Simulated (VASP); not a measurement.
Output of a VASP run:

OSZICAR:
```
       N       E                     dE             d eps       ncg     rms          rms(c)
DAV:   1     0.977310751340E+02    0.97731E+02   -0.69229E+03   520   0.121E+03
DAV:   2     0.187590795364E+00   -0.97543E+02   -0.90796E+02   525   0.247E+02
DAV:   3    -0.637072088758E+01   -0.65583E+01   -0.64686E+01   708   0.760E+01
DAV:   4    -0.659244696649E+01   -0.22173E+00   -0.22161E+00   632   0.126E+01
DAV:   5    -0.659891298826E+01   -0.64660E-02   -0.64658E-02   754   0.218E+00    0.580E+00
DAV:   6    -0.651303381254E+01    0.85879E-01   -0.50298E+00   528   0.630E+01    0.384E+00
DAV:   7    -0.629976434919E+01    0.21327E+00   -0.10835E+00   555   0.383E+01    0.168E+00
DAV:   8    -0.630339198046E+01   -0.36276E-02   -0.88171E-02   781   0.590E+00    0.616E-01
DAV:   9    -0.629834061724E+01    0.50514E-02   -0.21182E-02   645   0.441E+00    0.238E-01
DAV:  10    -0.629842021510E+01   -0.79598E-04   -0.81478E-04   605   0.229E-01    0.189E-01
DAV:  11    -0.629830707623E+01    0.11314E-03   -0.71881E-04   732   0.877E-01    0.399E-02
DAV:  12    -0.629832369746E+01   -0.16621E-04   -0.12671E-04   804   0.825E-02    0.475E-02
DAV:  13    -0.629832491932E+01   -0.12219E-05   -0.19329E-06   431   0.221E-02    0.187E-02
DAV:  14    -0.629832382986E+01    0.10895E-05   -0.29472E-06   563   0.521E-02    0.177E-02
DAV:  15    -0.629832307204E+01    0.75782E-06   -0.11965E-06   303   0.270E-02
   1 F= -.62983231E+01 E0= -.62983231E+01  d E =-.134361E-10
```

OUTCAR:
```
------------------------ aborting loop because EDIFF is reached ----------------------------------------
  FORCE on cell =-STRESS in cart. coord.  units (eV):
  Direction    XX          YY          ZZ          XY          YZ          ZX
  --------------------------------------------------------------------------------------
  Total       -0.8275674     -0.8275674     -0.8275674     -0.0000000     -0.0000000      0.0000000
  in kB      -23.9501270    -23.9501270    -23.9501270     -0.0000000     -0.0000000      0.0000000
  external PRESSURE =     -23.9501270 kB  Pullay stress =       0.0000000 kB
  volume of cell :       55.36
      direct lattice vectors                 reciprocal lattice vectors
     0.000000000  3.025000000  3.025000000    -0.165289256  0.165289256  0.165289256
     3.025000000  0.000000000  3.025000000     0.165289256 -0.165289256  0.165289256
     3.025000000  3.025000000  0.000000000     0.165289256  0.165289256 -0.165289256
  FREE ENERGIE OF THE ION-ELECTRON SYSTEM (eV)
  ---------------------------------------------------
  free  energy   TOTEN  =        -6.2983230720 eV

  energy  without entropy=       -6.2983230720  energy(sigma->0) =       -6.29832307
```
(Selected blocks of OUTCAR.)

File POSCAR:
```
CuI
1
    0.0000000000     3.0250000000     3.0250000000
    3.0250000000     0.0000000000     3.0250000000
    3.0250000000     3.0250000000     0.0000000000
Cu I
1 1
Direct
  0.0000000000   0.0000000000   0.0000000000
  0.2500000000   0.2500000000   0.2500000000
```

Q: Reconstruct the remaining input files.

A: Several could match; the one computed here: the input of the run itself, PBEsol GGA, plane waves, VASP's PBE PAW potentials (set 64).

**INCAR**
```
SIGMA=0.05   ! width (eV)
ALGO=Normal
ISMEAR=0   ! Gaussian
LMAXMIX=4
NELM=100
ENCUT=400
LCHARG=.FALSE.
ISIF=2   ! forces and stress, cell fixed
PREC=Accurate
LWAVE=.FALSE.
EDIFF=1E-6
LASPH=.TRUE.
LREAL=.FALSE.
SYSTEM=CuI
GGA=PS   ! PBEsol
```

**KPOINTS**
```
Automatic mesh
0
Gamma
7 7 7
0 0 0
```

POTCAR, in this order: Cu I (PBE.64 set). Program: vasp_std.

The compound is CuI in the zinc blende structure. The cell was not relaxed at this level. The run is one of a series of settings (GGA = PS against the base run), some of them coarse on purpose.
